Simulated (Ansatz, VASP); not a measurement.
# Cross-check of TiCo between VASP and Ansatz, part 3 of 3

Aim: how closely do two programs agree when they are given the same cell, functional and k mesh? The cell is taken from a series of runs on this material, whose earlier steps may have relaxed, scaled, displaced or heated it; both programs get it as it stands.

VASP 6.6.1 and Ansatz 0.2.0.

So far: Starting point; Ansatz: relaxation of cell and atoms, PBEsol, pair 1; VASP: relaxation of cell and atoms, PBEsol, pair 1; Comparison.

## 5. Ansatz: relaxation of cell and atoms, PBEsol, pair 2

Level of this step: Ansatz beside VASP: Kohn-Sham DFT, plane waves, PBEsol (Ansatz).

The relaxed volume is the usual yardstick between codes: in a stiff, nearly cubic crystal its relative difference is about their pressure difference at one cell divided by the bulk modulus.

The cell is taken from a series of runs on this material, whose earlier steps may have relaxed, scaled, displaced or heated it; both programs get it as it stands.

input.yaml reads:

```yaml
crystal:
  lattice:
    - [2.9385067775, 0.0, 0.0]
    - [0.0, 2.9385067775, 0.0]
    - [0.0, 0.0, 2.9385067775]
  atoms:
    - { symbol: Ti, position: [0.0, 0.0, 0.0] }
    - { symbol: Co, position: [0.5, 0.5, 0.5], spin: 0.75 }
kpoints:
  mp_grid: { grid: [16, 16, 16] }
hamiltonian:
  xc: pbesol
scf:
  occupations: { method: gaussian, width: 0.15 }
output:
  forces: true
  stress: true
  eigenvalues: true
  populations: true
  write_density: true
  write_potential: true
  elf: true
  volumetric_format: npy
magnetization:
  spin_polarized: true
relax:
  adjacent_minimum: "off"
  f_tol: 0.001
  max_steps: 60
  cell: { stress_tol: 0.01 }
```

On the command line:

```sh
$ ansatz run input.yaml --threads 4 --pin off --max-ram 8192MiB --backend cpu --events-out ev --progress --plain --runs-dir out
```

Numbers of over 12 decimals in the logs are rounded to 6 here.

The program printed:

```text
[...]
Crystal: 2 atoms, lattice volume = 25.373 Å³
Basis set: ecut = 420 eV, 485 PW (Γ), exchange–correlation on 40×40×40 points (8 copies of the dense FFT grid, shifted against one another)
Bands: 19, of which v1, the nominal top of the filled ones, is band 15 counted from 1 (14 counted from 0)
Symmetry: 48 space group operations
[...]
cell:  # Å, volume = 25.4102 Å³
    - [2.939923, 0, 0]
    - [0, 2.939923, 0.0]
    - [0, 0.0, 2.939923]
  atoms:
    - { symbol: Ti, position: [0, 0, 0] }
    - { symbol: Co, position: [0.5, 0.5, 0.5] }
--- Löwdin populations: 2 sites ---
  site symbol       q [e]    m [muB]
     0     Ti     11.8319    -0.0013
     1     Co     16.8243     0.7043
  spilling = 0.011855 (of n_electrons = 29.000000)
[key lines of the parts left out:]
SCF converged after 12 iterations
Magnetization: 0.6776 μB (14.8388 up, 14.1612 down)
Free energy (F): -7567.723450 eV
Fermi energy:    17.436164 eV
P = ⅓ Tr σ = 0.0036 GPa (0.036 kbar)
```

## 6. VASP: relaxation of cell and atoms, PBEsol, pair 2

The same cell, functional, mesh and smearing now go to VASP, with its own data sets.

INCAR reads:

```
SYSTEM = TiCo
PREC = Accurate
ENCUT = 600
EDIFF = 1E-07
NELM = 200
ISMEAR = 0
SIGMA = 0.15
LREAL = .FALSE.
ALGO = Normal
GGA = PS
NBANDS = 18
ISPIN = 2
MAGMOM = -0 0.72
LASPH = .TRUE.
LMAXMIX = 4
LORBIT = 11
LWAVE = .FALSE.
LCHARG = .FALSE.
ISIF = 3
IBRION = 2
NSW = 80
EDIFFG = -0.005
GGA_COMPAT = .FALSE.
NELMIN = 4
KPAR = 2
```

POSCAR reads:

```
TiCo
1.0
    2.9385070000      0.0000000000      0.0000000000
    0.0000000000      2.9385070000      0.0000000000
    0.0000000000      0.0000000000      2.9385070000
Ti Co
1 1
Direct
    0.0000000000      0.0000000000      0.0000000000
    0.4999998298      0.4999998298      0.4999998298
```

KPOINTS reads:

```
Automatic mesh
0
Gamma
16 16 16
0 0 0
```

Potentials, in the order of the species: Ti_sv and Co (PBE family, release 64).

On the command line:

```sh
$ mpirun -np 2 vasp_std
```

The program printed:

```text
[banner, memory and clock lines left out]
running    2 mpi-ranks, on    1 nodes
[...]
[... a notice as in an earlier step ...]

 LDA part: xc-table for (Slater+PW92), standard interpolation
 POSCAR, INCAR and KPOINTS ok, starting setup
[...]
entering main loop
       N       E                     dE             d eps       ncg     rms          rms(c)
DAV:   1     0.163968557787E+03    0.16397E+03   -0.11022E+04 11984   0.163E+03
DAV:   2    -0.979878497250E+01   -0.17377E+03   -0.16833E+03 12034   0.360E+02
DAV:   3    -0.191735299860E+02   -0.93747E+01   -0.92320E+01 15364   0.907E+01
DAV:   4    -0.194406597850E+02   -0.26713E+00   -0.26595E+00 14370   0.131E+01
[...]
DAV:  18    -0.169123658092E+02    0.41933E-06   -0.37590E-05 14722   0.635E-02    0.529E-03
DAV:  19    -0.169123669151E+02   -0.11059E-05   -0.13227E-05 14250   0.387E-02    0.155E-03
DAV:  20    -0.169123669782E+02   -0.63020E-07   -0.40219E-07 11720   0.673E-03
   1 F= -.16912367E+02 E0= -.16898581E+02  d E =-.169124E+02  mag=     0.6009
[...]
DAV:  12    -0.169123530685E+02   -0.14317E-07   -0.88570E-07 12728   0.102E-02
   2 F= -.16912353E+02 E0= -.16898509E+02  d E =0.139096E-04  mag=     0.5723
 trial-energy change:    0.000014  1 .order    0.000027   -0.000480    0.000534
 step:   0.4928(harm=  0.4732)  dis= 0.00000  next Energy=   -16.912487 (dE=-0.120E-03)
[...]
N       E                     dE             d eps       ncg     rms          rms(c)
DAV:   1    -0.169151839811E+02   -0.28309E-02   -0.47747E-02 13138   0.298E+00    0.486E-01
DAV:   2    -0.169219579517E+02   -0.67740E-02   -0.56269E-02 12762   0.279E+00    0.118E+00
DAV:   3    -0.169125665039E+02    0.93914E-02   -0.39212E-02 15492   0.223E+00    0.147E-01
DAV:   4    -0.169124437384E+02    0.12277E-03   -0.56356E-04 15520   0.184E-01    0.686E-02
[...]
DAV:   9    -0.169124803028E+02   -0.57164E-06   -0.45614E-06 13810   0.222E-02    0.572E-03
DAV:  10    -0.169124804772E+02   -0.17438E-06   -0.11902E-06 13718   0.102E-02    0.418E-03
DAV:  11    -0.169124805693E+02   -0.92093E-07   -0.46702E-07 10034   0.742E-03
   3 F= -.16912481E+02 E0= -.16898659E+02  d E =-.113591E-03  mag=     0.5865
[...]
reached required accuracy - stopping structural energy minimisation
```

OUTCAR, selected parts (step 6):

```text
  Total       -0.0082490     -0.0082490     -0.0082490      0.0000000      0.0000000      0.0000000
  in kB       -0.5223899     -0.5223899     -0.5223899      0.0000000      0.0000000      0.0000000
  external PRESSURE =      -0.5223899 kB  Pullay stress =       0.0000000 kB

 POSITION                                       TOTAL-FORCE (eV/Angst)
 -----------------------------------------------------------------------------------
      0.00000      0.00000      0.00000         0.000000      0.000000      0.000000
      1.46783      1.46783      1.46783        -0.000000     -0.000000      0.000000
 -----------------------------------------------------------------------------------
    total drift:                               -0.000010     -0.000010     -0.000010

  FREE ENERGIE OF THE ION-ELECTRON SYSTEM (eV)
  ---------------------------------------------------
  free  energy   TOTEN  =       -16.9124805693 eV

  energy  without entropy=      -16.8848370291  energy(sigma->0) =      -16.89865880

 magnetization (x)
# of ion       s       p       d       tot
------------------------------------------
    1       -0.002  -0.007   0.004  -0.005
    2        0.022  -0.002   0.593   0.613
--------------------------------------------------
tot          0.020  -0.009   0.597   0.608

[... 1 part as in an earlier step ...]

[... 3 further parts left out ...]
[key lines of the parts left out:]
E-fermi :  10.4459
```

## 7. Differences

What differs besides the data sets and the points named for the pairs above, as far as they apply: the data sets hold 29 valence electrons in Ansatz (on its default PAW (the set named soft_2) files) and 21 in VASP. Total energies have different zeros and are not compared.

The two programs side by side:

| quantity | Ansatz | VASP | difference |
| --- | --- | --- | --- |
| volume (Å³) | 25.41 | 25.30 | +0.44 % |
| edge a after relaxation, in the typed setting (Å) | 2.940 | 2.936 | +0.14 % |
| total moment (μB) | 0.68 | 0.59 | +0.09 |
| moment on Co2 (μB) | 0.72 | 0.61 | +0.10 |

## 8. Summary of results

```
difference in volume (relaxation of cell and atoms, PBEsol, pair 1) : 0.39 %
difference in volume (relaxation of cell and atoms, PBEsol, pair 2) : 0.44 %
```

What this shows: The difference in volume is 0.44 % (relaxation of cell and atoms, PBEsol, pair 2), within the 1.2 % picked in this series as the mark of a large difference, as far as the stopping tolerances let one tell. The data sets hold unlike numbers of valence electrons (29 in Ansatz and 21 in VASP), so part of the differences comes from the potentials. Such differences can come from data sets, numerical settings and the points named under the comparisons, not from the functional's error against experiment.

[Lines on the potential files, build, host, timing and source positions are cut from VASP's logs without a mark.]

[Logs are printed without paths, hosts, clocks, repeated set-up lines and the standing remarks that a program may print on its own settings, such as how far it seeks lower states.]

[Hosts, paths, dates, database ids (printed as entryN), source tags and the programs' standing remarks are cut or masked in the printed files.]
